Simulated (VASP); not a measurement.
# Be4TeSe3 (P1) in VASP: relaxation of cell and atoms with PBE

Aim: the relaxation of cell and atoms of Be4TeSe3 with PBE.

All numbers are computed with VASP 6.6.1; they aren't measurements. Logs are shortened: lines on timing, memory, paths and dates and some standing lists are left out, and cuts for length are marked.

### 1 Starting point

The typed cell holds 8 atoms: a = 6.424 Å, b = 6.293 Å, c = 6.333 Å, α = 130.16°, β = 131.64°, γ = 71.74°.

The cell was built by a generator and needn't be a form met in nature.

### 2 Relaxation of cell and atoms, PBE

Contents of INCAR:

```
SYSTEM = Be4TeSe3
PREC = Normal ; ENCUT = 520
EDIFF = 1E-5 ; ISMEAR = 0
SIGMA = 0.05 ; LREAL = Auto
LASPH = .TRUE. ; NELM = 80
ALGO = Fast ; ISIF = 3
LWAVE = .FALSE. ; LCHARG = .FALSE.
GGA = PE ; IBRION = 2
NSW = 110 ; EDIFFG = -0.03
ISYM = 0 ; KPAR = 2
```

Contents of KPOINTS:

```
Automatic mesh
0
G
  5 5 5
  0 0 0
```

Contents of POSCAR:

```
Be4TeSe3
1.0
   -2.6796490000      2.6686636100      5.1923441500
    2.6360736700     -2.5529308100      5.1125868600
    2.6836161300      2.5568979400     -5.1344027600
Be Te Se
4 1 3
Direct
    0.3486777900      0.8738450000      0.9890574000
    0.8657068100      0.3449289000      0.9804720600
    0.6443829800      0.6261668800      0.5241387400
    0.1132086900      0.1198414900      0.4632723900
    0.4708666500      0.4701212600      0.9768519300
    0.7607306700      0.2893637800      0.5355728500
    0.2581212300      0.7781847600      0.5289871100
    0.9708697700      0.9729751600      0.9598267300
```

Potentials or basis: VASP PAW PBE potentials, release 64 (Be, Te, Se).

Command:

```
> cat potpaw_PBE.64/Be/POTCAR potpaw_PBE.64/Te/POTCAR potpaw_PBE.64/Se/POTCAR > POTCAR
> mpirun -np 2 vasp_std > vasp.out
```

OUTCAR:

```text
SYSTEM = Be4TeSe3
   PREC = Normal
   ENCUT = 520
   EDIFF = 1E-5
   ISMEAR = 0
   LREAL = Auto
   LASPH = .TRUE.
   NELM = 80
   ISIF = 3
   GGA = PE
   IBRION = 2
   NSW = 110
   EDIFFG = -0.03
   ISYM = 0

 ion  position               nearest neighbor table
   1  0.349  0.874  0.989-   7 2.21   8 2.22   5 2.38   6 2.51
   2  0.866  0.345  0.980-   8 2.16   6 2.21   5 2.40   7 2.51
   3  0.644  0.626  0.524-   8 2.05   6 2.05   5 2.32   7 2.38
   4  0.113  0.120  0.463-   8 2.17   5 2.17   7 2.25   6 2.39
   5  0.471  0.470  0.977-   4 2.17   3 2.32   1 2.38   2 2.40
   6  0.761  0.289  0.536-   3 2.05   2 2.21   4 2.39   1 2.51
   7  0.258  0.778  0.529-   1 2.21   4 2.25   3 2.38   2 2.51
   8  0.971  0.973  0.960-   3 2.05   2 2.16   4 2.17   1 2.22

IMPORTANT INFORMATION: All symmetrisations will be switched off!
NOSYMM: (Re-)initialisation of all symmetry stuff for point group C_1.

----------------------------------------------------------------------------------------

                                     Primitive cell

  volume of cell :     143.2097

  direct lattice vectors                    reciprocal lattice vectors
    -2.679649000  2.668663610  5.192344150     0.000247275  0.190314497  0.094904580
     2.636073670 -2.552930810  5.112586860     0.188383087 -0.001227998  0.097851308
     2.683616130  2.556897940 -5.134402760     0.187832719  0.191239402 -0.001353507

  length of vectors
     6.423606619  6.293241177  6.332583542     0.212665343  0.212284182  0.268058709

  position of ions in fractional coordinates (direct lattice)
     0.348677790  0.873845000  0.989057400
     0.865706810  0.344928900  0.980472060
     0.644382980  0.626166880  0.524138740
     0.113208690  0.119841490  0.463272390
     0.470866650  0.470121260  0.976851930
     0.760730670  0.289363780  0.535572850
     0.258121230  0.778184760  0.528987110
     0.970869770  0.972975160  0.959826730

  ion indices of the primitive-cell ions
   primitive index   ion index
                 1           1
                 2           2
                 3           3
                 4           4
                 5           5
                 6           6
                 7           7
                 8           8

----------------------------------------------------------------------------------------

 KPOINTS: Automatic mesh

Automatic generation of k-mesh.
 Grid dimensions read from file:
 generate k-points for:    5    5    5

 Generating k-lattice:

  Cartesian coordinates                     Fractional coordinates (reciprocal lattice)
     0.000049455  0.038062899  0.018980916     0.200000000 -0.000000000  0.000000000
     0.037676617 -0.000245600  0.019570262     0.000000000  0.200000000  0.000000000
     0.037566544  0.038247880 -0.000270701     0.000000000 -0.000000000  0.200000000

  Length of vectors
     0.042533069  0.042456836  0.053611742

  Shift w.r.t. Gamma in fractional coordinates (k-lattice)
     0.000000000  0.000000000  0.000000000

 Subroutine IBZKPT returns following result:
 ===========================================

 Found     63 irreducible k-points:

 Following reciprocal coordinates:
            Coordinates               Weight
  0.000000  0.000000  0.000000      1.000000
  0.200000  0.000000  0.000000      2.000000
  0.400000  0.000000  0.000000      2.000000
 -0.000000  0.200000 -0.000000      2.000000
  0.200000  0.200000 -0.000000      2.000000
  0.400000  0.200000 -0.000000      2.000000
[... 16 lines left out ...]
 -0.200000  0.200000  0.200000      2.000000
 -0.000000  0.400000  0.200000      2.000000
 [... further k-points ...]
   k-points           NKPTS =     63   k-points in BZ     NKDIM =     63   number of bands    NBANDS=     21
   number of dos      NEDOS =    301   number of ions     NIONS =      8
   total plane-waves  NPLWV =  46656
   dimension x,y,z NGX =    36 NGY =   36 NGZ =   36
   dimension x,y,z NGXF=    72 NGYF=   72 NGZF=   72
   ions per type =               4   1   3
   NGX,Y,Z   is equivalent  to a cutoff of   9.32,  9.51,  9.45 a.u.
   NGXF,Y,Z  is equivalent  to a cutoff of  18.63, 19.02, 18.90 a.u.
 SYSTEM =  Be4TeSe3
   PREC   = normal    normal or accurate (medium, high low for compatibility)
   ISTART =      0    job   : 0-new  1-cont  2-samecut
   ICHARG =      2    charge: 1-file 2-atom 10-const
   ISPIN  =      1    spin polarized calculation?
   LNONCOLLINEAR =      F non collinear calculations
   LSORBIT =      F    spin-orbit coupling
   LASPH  =      T    aspherical Exc in radial PAW
   ENCUT  =  520.0 eV  38.22 Ry    6.18 a.u.  11.94 11.70 11.77*2*pi/ulx,y,z
   NELM   =     80;   NELMIN=  2; NELMDL= -5     # of ELM steps
   EDIFF  = 0.1E-04   stopping-criterion for ELM
   LREAL  =      T    real-space projection
   EDIFFG = -.3E-01   stopping-criterion for IOM
   NSW    =    110    number of steps for IOM
   IBRION =      2    ionic relax: 0-MD 1-quasi-New 2-CG
   NFREE  =      1    steps in history (QN), initial steepest desc. (CG)
   ISIF   =      3    stress and relaxation
   ISYM   =      0    0-nonsym 1-usesym 2-fastsym
   POTIM  = 0.5000    time-step for ionic-motion
   TEBEG  =    0.0;   TEEND  =   0.0 temperature during run
   PSTRESS=    0.0 pullay stress
   NELECT =      32.0000    total number of electrons
   NUPDOWN=      -1.0000    fix difference up-down
   EMIN   =  10.00;   EMAX   =-10.00  energy-range for DOS
   EFERMI =   0.00;   METHOD = LEGACY
   ISMEAR =     0;   SIGMA  =   0.05  broadening in eV -4-tet -1-fermi 0-gaus
   EFERMI_NEDOS =   21; number of points for ismear=-14 and -15
   IALGO  =     68    algorithm
   IMIX   =      4    mixing-type and parameters
     AMIX     =   0.40;   BMIX     =  1.00
     AMIX_MAG =   1.60;   BMIX_MAG =  1.00
  volume/ion in A,a.u.               =      17.90       120.80
  Fermi-wavevector in a.u.,A,eV,Ry     =   0.993423  1.877296 13.427430  0.986888
  Thomas-Fermi vector in A             =   2.125303
   LORBIT       =      0    0 simple, 1 ext, 2 COOP (PROOUT), +10 PAW based schemes
   GGA     = PE    functional components
   LHFCALC =     F    Hartree Fock is set to
   AEXX    =    0.0000 exact exchange contribution
   IVDW    =     0    specifies the selected vdW correction
   LEPSILON=     F    determine dielectric tensor
   LRPA    =     F    only Hartree local field effects (RPA)
 conjugate gradient relaxation of ions
 non-spin polarized calculation
 RMM-DIIS sequential band-by-band and
 Gauss-broadening in eV      SIGMA  =   0.05
  energy-cutoff  :      520.00
  volume of cell :      143.21
 maximum number of plane-waves:      3875
   NGX = 23   NGY = 23   NGZ = 23

--------------------------------------- Ionic step        1  -------------------------------------------

 number of electron      32.0000000 magnetization

 Free energy of the ion-electron system (eV)
  ---------------------------------------------------
  ext. energy  EPLUGINS =         0.00000000
  ---------------------------------------------------
  free energy    TOTEN  =       -32.82379059 eV

  energy without entropy =      -32.82379059  energy(sigma->0) =      -32.82379059

------------------------ aborting loop because EDIFF is reached ----------------------------------------

  FORCE on cell =-STRESS in cart. coord.  units (eV):
  Direction    XX          YY          ZZ          XY          YZ          ZX
  --------------------------------------------------------------------------------------
  -------------------------------------------------------------------------------------
  Total        4.3257894      5.5587761      5.4961415      1.2597284     -0.9813946      2.7541253
  in kB       48.3953330     62.1895322     61.4887989     14.0933761    -10.9794802     30.8121352
  external PRESSURE =      57.3578880 kB  Pullay stress =       0.0000000 kB
[... 107 lines left out ...]
  FREE ENERGIE OF THE ION-ELECTRON SYSTEM (eV)
  ---------------------------------------------------
  free  energy   TOTEN  =       -33.6948704820 eV

  energy  without entropy=      -33.6948704820  energy(sigma->0) =      -33.69487048

 E-fermi :   3.9105     XC(G=0):  -9.1794

 val. band max:        3.6428129659   @ k =   0.0000   0.0000   0.0000
 cond. band min:       5.9028946011   @ k =   0.0000   0.0000   0.0000
 fundamental gap:      2.2600816352
 Fermi energy:         3.9104697356

 k-point     1 :       0.0000    0.0000    0.0000
  band No.  band energies     occupation
      1      -9.8672      2.00000
      2      -8.6232      2.00000
      3      -8.4563      2.00000
      4      -6.6180      2.00000
      5      -1.3654      2.00000
      6      -0.8363      2.00000
[... 550 lines left out ...]
      5      -1.3665      2.00000
      6      -1.2513      2.00000
[... 13 lines left out ...]
     20       8.2192      0.00000
     21       8.9594      0.00000

 [... further k-points ...]

[... ionic steps 4 to 13 ...]

--------------------------------------- Ionic step       14  -------------------------------------------

 number of electron      31.9999995 magnetization

------------------------ aborting loop because EDIFF is reached ----------------------------------------

  FORCE on cell =-STRESS in cart. coord.  units (eV):
  Direction    XX          YY          ZZ          XY          YZ          ZX
  --------------------------------------------------------------------------------------
  -------------------------------------------------------------------------------------
  Total       -0.0404843     -0.0673542     -0.0762225      0.0112848      0.0250656      0.0227300
  in kB       -0.4339153     -0.7219096     -0.8169606      0.1209517      0.2686557      0.2436222
  external PRESSURE =      -0.6575952 kB  Pullay stress =       0.0000000 kB
[... 69 lines left out ...]
  energy  without entropy=      -34.0094759648  energy(sigma->0) =      -34.00947596

--------------------------------------- Ionic step       16  -------------------------------------------

 number of electron      31.9999995 magnetization

 Free energy of the ion-electron system (eV)
  ---------------------------------------------------
  ext. energy  EPLUGINS =         0.00000000
  ---------------------------------------------------
  free energy    TOTEN  =       -34.00961049 eV

  energy without entropy =      -34.00961049  energy(sigma->0) =      -34.00961049

 E-fermi :   4.0102     XC(G=0):  -9.2566

 val. band max:        3.7467995376   @ k =   0.0000   0.0000   0.0000
 cond. band min:       6.0718798559   @ k =   0.0000   0.0000   0.0000
 fundamental gap:      2.3250803183
 Fermi energy:         4.0101713943

 k-point     1 :       0.0000    0.0000    0.0000
  band No.  band energies     occupation
      1      -9.8004      2.00000
      2      -8.4692      2.00000
      3      -8.4184      2.00000
      4      -6.4163      2.00000
      5      -1.3083      2.00000
      6      -0.7055      2.00000
[... 550 lines left out ...]
      5      -1.2826      2.00000
      6      -1.1491      2.00000
[... 13 lines left out ...]
     20       8.4983      0.00000
     21       9.1122      0.00000

 [... further k-points ...]

------------------------ aborting loop because EDIFF is reached ----------------------------------------

  FORCE on cell =-STRESS in cart. coord.  units (eV):
  Direction    XX          YY          ZZ          XY          YZ          ZX
  --------------------------------------------------------------------------------------
  -------------------------------------------------------------------------------------
  Total        0.0243448      0.0254491      0.0175856      0.0115192     -0.0153480     -0.0113551
  in kB        0.2612384      0.2730877      0.1887063      0.1236099     -0.1646958     -0.1218490
  external PRESSURE =       0.2410108 kB  Pullay stress =       0.0000000 kB
[... 23 lines left out ...]
  FREE ENERGIE OF THE ION-ELECTRON SYSTEM (eV)
  ---------------------------------------------------
  free  energy   TOTEN  =       -34.0096104934 eV

  energy  without entropy=      -34.0096104934  energy(sigma->0) =      -34.00961049

 reached required accuracy - stopping structural energy minimisation
```

It took 6.7 min on 2 MPI ranks of Intel Xeon Platinum 8488C (Sapphire Rapids), shared host; peak memory 0.28 GiB.

What came out:

| Property | Result |
| --- | --- |
| Free energy | -34.0096 eV |
| Relaxed volume | 18.66 Å³/atom |
| Relaxed cell | a = 6.495 Å, b = 6.495 Å, c = 6.493 Å, α = 131.78°, β = 131.75°, γ = 70.61° |
| Space group after relaxing (to 0.05 Å) | I-42m (No. 121) |
| Energy gained by relaxing | 148.2 meV/atom |
| Ionic steps | 16 |
| Pressure after relaxing | 0.0 GPa |
| Largest force after relaxing | 0.015 eV/Å |
| Band gap on the k mesh | 2.33 eV, direct |

Forces in eV/Å, atoms in the order of the input:
```
Be   0.006 -0.004 -0.002
Be   0.010 -0.004 -0.003
Be   0.006  0.013 -0.005
Be   0.006  0.007 -0.002
Te  -0.007 -0.003 -0.006
Se  -0.007 -0.007  0.006
Se  -0.011 -0.008  0.007
Se  -0.003  0.006  0.005
```

Step by step:
```
step  energy change (eV)  largest force (eV/Å)  pressure (GPa)  volume (Å³)
   1              0.0000                2.5022            5.74       143.21
   2             -0.8711                0.7766           -2.47       156.85
   3             -0.8711                0.7932           -2.43       156.66
   4             -1.0975                0.5005           -1.09       152.19
   5             -1.1575                0.2884            0.35       148.65
   6             -1.1576                0.2856            0.27       148.82
   7             -1.1766                0.1416            0.06       149.24
   8             -1.1768                0.1414            0.01       149.30
   9             -1.1817                0.0936           -0.04       149.42
  10             -1.1829                0.0757           -0.08       149.52
  11             -1.1846                0.0496            0.04       149.30
  12             -1.1850                0.0477            0.12       149.12
  13             -1.1857                0.0310           -0.05       149.49
  14             -1.1857                0.0312           -0.07       149.48
  15             -1.1857                0.0322           -0.06       149.47
  16             -1.1858                0.0151            0.02       149.31
```

Final structure:
```xyz
8
Lattice="-2.6534 2.6562 5.3003 2.6530 -2.6539 5.3010 2.6526 2.6529 -5.2998" Properties=species:S:1:pos:R:3 pbc="T T T"
Be    4.0513    1.2295    1.3459
Be    1.2551    4.0267    1.3451
Be    1.3956    1.3677    3.8900
Be    1.2547    1.2265   -1.4109
Te    2.6524    2.6242   -0.0307
Se    0.0010    2.6287    2.6172
Se    2.6545   -0.0265    2.6172
Se    2.6517    2.6258    5.2673
```

Levels at points of the mesh, in eV from the valence-band top:
| k point | band 13 | band 14 | band 15 | band 16 | band 17 | band 18 | band 19 | band 20 |
| --- | --- | --- | --- | --- | --- | --- | --- | --- |
| (0.00, 0.00, 0.00) | -2.63 | -0.02 | 0.00 | 0.00 | 2.33 | 3.70 | 4.04 | 4.60 |

Caveat: spin-orbit coupling is left out, which moves the levels of the heavy elements; an odd mesh through Γ misses points on the zone boundary, where band edges often lie.
